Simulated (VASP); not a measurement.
Energy against volume of Na (bcc). All values below come from PBE GGA with D4 dispersion, VASP's PBE PAW potentials (set 64) (plane waves; VASP 6.6.1).

| V (Å³/atom) | E (eV/atom) |
|---|---|
| 34.465 | -1.31807 |
| 35.565 | -1.32092 |
| 36.665 | -1.32191 |
| 37.765 | -1.32126 |
| 38.865 | -1.31917 |

### Question
Fit a third-order Birch-Murnaghan equation of state.

### Answer

```yaml
volume_per_atom: 36.76 Å³/atom
bulk_modulus: 79 kbar
pressure_derivative_of_the_bulk_modulus: 3.31
lattice_constant_a: 0.4189 nm
```

Measured: bulk modulus 7.9 GPa at 0 K (computed value off by -0.3 %), as given by Daniel Mejia-Rodriguez et al., Physical Review B (2018), arXiv:1807.09216 [0 K value with the zero-point phonon effect removed]; a 4.214 Å at 0 K (computed value off by -0.6 %), as given by Daniel Mejia-Rodriguez et al., Physical Review B (2018), arXiv:1807.09216 [static lattice: zero-point anharmonic expansion removed].

The compound is Na in the bcc structure. It was relaxed first.
